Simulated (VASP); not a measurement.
## CsNiN: hyperfine terms and field gradients

Aim: the hyperfine contact terms and the field gradients at the nuclei of CsNiN, by functional. The start is a computed cell from the Materials Project.

Program: VASP 6.6.1. Level of theory: LDA, DFT+U (Ni d 3 eV), spin-polarised from a ferromagnetic start; plane waves and PAW (Cs_sv, Ni, N), in the first sound run; inputs show where later runs differ. Results are calculated unless marked as measured.

**1. Starting point**

It takes space group P-6m2 (No. 187, hexagonal). The conventional cell has a = 5.537 Å, b = 5.537 Å, c = 3.447 Å, α = 90.00°, β = 90.00°, γ = 120.00°. Cs has 3 N at 3.20 Å and 2 Cs at 3.45 Å nearest. Nearest to Ni lie 2 N at 1.72 Å. Nearest to N lie 2 Ni at 1.72 Å and 3 Cs at 3.20 Å. Farther neighbours and most contacts between anions are not listed.

**2. Local probes at LDA**

Field gradients probe the charge near the nuclei, so LASPH is on and the cutoff is at least 1.4 times the default of the data sets; this run is at LDA. LHYPERFINE adds the spin density at the nuclei, with NGYROMAG = 1 for all, so that values scale to any isotope.

File INCAR:

```
SYSTEM = CsNiN
PREC = Accurate
ENCUT = 560
EDIFF = 1E-07
NELM = 100
ISMEAR = -1
SIGMA = 0.05
LREAL = .FALSE.
ALGO = Normal
GGA = CA
NBANDS = 35
ISPIN = 2
MAGMOM = 0 0 1 1 0 0
LDAU = .TRUE.
LDAUTYPE = 2
LDAUL = -1 2 -1
LDAUU = 0 3 0
LDAUJ = 0 0 0
LDAUPRINT = 1
LASPH = .TRUE.
LMAXMIX = 4
LORBIT = 11
LWAVE = .FALSE.
LCHARG = .FALSE.
KPAR = 4
LEFG = .TRUE.
ICORELEVEL = 1
LHYPERFINE = .TRUE.
NGYROMAG = 1 1 1
```

File POSCAR:

```
CsNiN
1.0
    5.5369659567      0.0000000000      0.0000000000
   -2.7684829784      4.7951531784      0.0000000000
    0.0000000000      0.0000000000      6.8933140000
Cs Ni N
2 2 2
Direct
    0.6666666667      0.3333333333      0.2500000000
    0.6666666667      0.3333333333      0.7500000000
    0.3333333333      0.6666666667      0.0000000000
    0.3333333333      0.6666666667      0.5000000000
    0.3333333333      0.6666666667      0.2500000000
    0.3333333333      0.6666666667      0.7500000000
```

File KPOINTS:

```
Automatic mesh
0
Gamma
6 6 4
0 0 0
```

Potentials, in the order of the species: Cs_sv, Ni and N (PBE family, release 64).

Launch:

```
> mpirun -np 4 vasp_std
```

Output:

```text
[banner, memory and clock lines left out]
running    4 mpi-ranks, on    1 nodes
 distrk:  each k-point on    1 cores,    4 groups
 distr:  one band on    1 cores,    1 groups

 POSCAR found type information on POSCAR CsNiN
 POSCAR found :  3 types and       6 ions
|                                                                             |
|               ----> ADVICE to this user running VASP <----                  |
|                                                                             |
|     You enforced a specific xc type in the INCAR file but a different       |
|     [... a line on the potential file left out ...]
|     I HOPE YOU KNOW WHAT YOU ARE DOING!                                     |
|                                                                             |

 LDA part: xc-table for (Slater(with rela. corr.)+CA(PZ))
 , standard interpolation
 POSCAR, INCAR and KPOINTS ok, starting setup
 FFT: planning ... GRIDC
 FFT: planning ... GRID_SOFT
 FFT: planning ... GRID
 WAVECAR not read
 entering main loop
       N       E                     dE             d eps       ncg     rms          rms(c)
DAV:   1     0.413946789740E+03    0.41395E+03   -0.20736E+04  2940   0.134E+03
DAV:   2     0.316131103353E+02   -0.38233E+03   -0.35092E+03  3174   0.302E+02
DAV:   3    -0.334123622679E+02   -0.65025E+02   -0.63240E+02  3517   0.138E+02
DAV:   4    -0.360448287488E+02   -0.26325E+01   -0.26193E+01  3615   0.311E+01
DAV:   5    -0.361087661451E+02   -0.63937E-01   -0.63904E-01  3695   0.481E+00    0.288E+01
DAV:   6    -0.396556720455E+02   -0.35469E+01   -0.68289E+01  3690   0.111E+02    0.305E+01
DAV:   7    -0.288265544268E+02    0.10829E+02   -0.32185E+01  3637   0.925E+01    0.688E+00
DAV:   8    -0.290449834116E+02   -0.21843E+00   -0.59357E+00  3342   0.101E+01    0.422E+00
DAV:   9    -0.288740902563E+02    0.17089E+00   -0.26234E-01  4295   0.581E+00    0.108E+00
DAV:  10    -0.288753523764E+02   -0.12621E-02   -0.64403E-02  3467   0.119E+00    0.635E-01
DAV:  11    -0.288751319588E+02    0.22042E-03   -0.67212E-03  3644   0.585E-01    0.247E-01
DAV:  12    -0.288761522027E+02   -0.10202E-02   -0.17841E-03  3915   0.279E-01    0.991E-02
DAV:  13    -0.288763568791E+02   -0.20468E-03   -0.42600E-04  3929   0.145E-01    0.391E-02
DAV:  14    -0.288765238969E+02   -0.16702E-03   -0.21626E-04  3536   0.560E-02    0.309E-02
DAV:  15    -0.288765366003E+02   -0.12703E-04   -0.38103E-05  4028   0.414E-02    0.156E-02
DAV:  16    -0.288765439511E+02   -0.73507E-05   -0.85913E-06  3280   0.165E-02    0.475E-03
DAV:  17    -0.288765445099E+02   -0.55888E-06   -0.70488E-07  3599   0.436E-03    0.330E-03
DAV:  18    -0.288765444744E+02    0.35584E-07   -0.19836E-07  3070   0.263E-03
ion   1
     0.0000000    -0.0000000     0.0000000    -0.6427054     0.0000000    -0.0000000
     0.0000593    -0.0000000     0.0000000    -0.6427054     0.0000000    -0.0000000
     0.0000817    -0.0000000     0.0000000    -0.6427054     0.0000000    -0.0000000
     0.0001125    -0.0000000     0.0000000    -0.6427054     0.0000000    -0.0000000
     0.0001549    -0.0000000     0.0000000    -0.6427053     0.0000000    -0.0000000

     0.0000000    -0.0000001     0.0000000  -114.0064082     0.0000000    -0.0000000
     0.0000593    -0.0000001     0.0000000  -113.9768173     0.0000000    -0.0000000
     0.0000817    -0.0000001     0.0000000  -113.9615897     0.0000000    -0.0000000
     0.0001125    -0.0000001     0.0000000  -113.9376699     0.0000000    -0.0000000
     0.0001549    -0.0000001     0.0000000  -113.9002600     0.0000000    -0.0000000

ion   2
     0.0000000    -0.0000000     0.0000000    -0.6427054     0.0000000    -0.0000000
     0.0000593    -0.0000000     0.0000000    -0.6427054     0.0000000    -0.0000000
     0.0000817    -0.0000000     0.0000000    -0.6427054     0.0000000    -0.0000000
     0.0001125    -0.0000000     0.0000000    -0.6427054     0.0000000    -0.0000000
     0.0001549    -0.0000000     0.0000000    -0.6427053     0.0000000    -0.0000000

     0.0000000    -0.0000001     0.0000000  -114.0064082     0.0000000    -0.0000000
     0.0000593    -0.0000001     0.0000000  -113.9768173     0.0000000    -0.0000000
     0.0000817    -0.0000001     0.0000000  -113.9615897     0.0000000    -0.0000000
     0.0001125    -0.0000001     0.0000000  -113.9376699     0.0000000    -0.0000000
     0.0001549    -0.0000001     0.0000000  -113.9002600     0.0000000    -0.0000000

ion   3
     0.0000000    -0.0000000    -0.0000000   -41.7185411     0.0000000    -0.0000000
     0.0000452    -0.0000000    -0.0000000   -41.7185406     0.0000000    -0.0000000
     0.0000622    -0.0000000    -0.0000000   -41.7185401     0.0000000    -0.0000000
     0.0000857    -0.0000000    -0.0000000   -41.7185392     0.0000000    -0.0000000
     0.0001180    -0.0000000    -0.0000000   -41.7185374     0.0000000    -0.0000000

     0.0000000    -0.0000000    -0.0000000    45.6016390     0.0000000    -0.0000000
     0.0000452    -0.0000000    -0.0000000    45.5943129     0.0000000    -0.0000000
     0.0000622    -0.0000000    -0.0000000    45.5899969     0.0000000    -0.0000000
     0.0000857    -0.0000000    -0.0000000    45.5828777     0.0000000    -0.0000000
     0.0001180    -0.0000000    -0.0000000    45.5711937     0.0000000    -0.0000000

ion   4
     0.0000000    -0.0000000    -0.0000000   -41.7185411     0.0000000    -0.0000000
     0.0000452    -0.0000000    -0.0000000   -41.7185406     0.0000000    -0.0000000
     0.0000622    -0.0000000    -0.0000000   -41.7185401     0.0000000    -0.0000000
     0.0000857    -0.0000000    -0.0000000   -41.7185392     0.0000000    -0.0000000
     0.0001180    -0.0000000    -0.0000000   -41.7185374     0.0000000    -0.0000000

     0.0000000    -0.0000000    -0.0000000    45.6016390     0.0000000    -0.0000000
     0.0000452    -0.0000000    -0.0000000    45.5943129     0.0000000    -0.0000000
     0.0000622    -0.0000000    -0.0000000    45.5899969     0.0000000    -0.0000000
     0.0000857    -0.0000000    -0.0000000    45.5828777     0.0000000    -0.0000000
     0.0001180    -0.0000000    -0.0000000    45.5711937     0.0000000    -0.0000000

ion   5
     0.0000000    -0.0000000     0.0000000    33.7193040     0.0000000    -0.0000000
     0.0000281    -0.0000000     0.0000000    33.7193038     0.0000000    -0.0000000
     0.0000381    -0.0000000     0.0000000    33.7193037     0.0000000    -0.0000000
     0.0000517    -0.0000000     0.0000000    33.7193034     0.0000000    -0.0000000
     0.0000701    -0.0000000     0.0000000    33.7193028     0.0000000    -0.0000000

     0.0000000    -0.0000000     0.0000000    67.0454362     0.0000000    -0.0000000
     0.0000281    -0.0000000     0.0000000    67.0454267     0.0000000    -0.0000000
     0.0000381    -0.0000000     0.0000000    67.0454205     0.0000000    -0.0000000
     0.0000517    -0.0000000     0.0000000    67.0454101     0.0000000    -0.0000000
     0.0000701    -0.0000000     0.0000000    67.0453930     0.0000000    -0.0000000

ion   6
     0.0000000    -0.0000000     0.0000000    33.7193040    -0.0000000    -0.0000000
     0.0000281    -0.0000000     0.0000000    33.7193038    -0.0000000    -0.0000000
     0.0000381    -0.0000000     0.0000000    33.7193037    -0.0000000    -0.0000000
     0.0000517    -0.0000000     0.0000000    33.7193034    -0.0000000    -0.0000000
     0.0000701    -0.0000000     0.0000000    33.7193028    -0.0000000    -0.0000000

     0.0000000    -0.0000000     0.0000000    67.0454362    -0.0000000    -0.0000000
     0.0000281    -0.0000000     0.0000000    67.0454267    -0.0000000    -0.0000000
     0.0000381    -0.0000000     0.0000000    67.0454205    -0.0000000    -0.0000000
     0.0000517    -0.0000000     0.0000000    67.0454101    -0.0000000    -0.0000000
     0.0000701    -0.0000000     0.0000000    67.0453930    -0.0000000    -0.0000000

   1 F= -.28876544E+02 E0= -.28871156E+02  d E =-.107760E-01  mag=     0.9457
```

The job ended after 87 s (4 MPI ranks of Intel Xeon 6975P-C (Granite Rapids), shared host; peak memory 1.8 GiB).

Lines that name or quote the potential files are left out of all logs, and their timing lines are given in words.

(Part 1 of 4 ends here.)

[Lines on the potential files, build, host, timing and source positions are cut from VASP's logs without a mark.]

[Logs are printed without paths, hosts, clocks, repeated set-up lines and the standing remarks that a program may print on its own settings, such as how far it seeks lower states.]

[Hosts, paths, dates, database ids (printed as entryN), source tags and the programs' standing remarks are cut or masked in the printed files.]
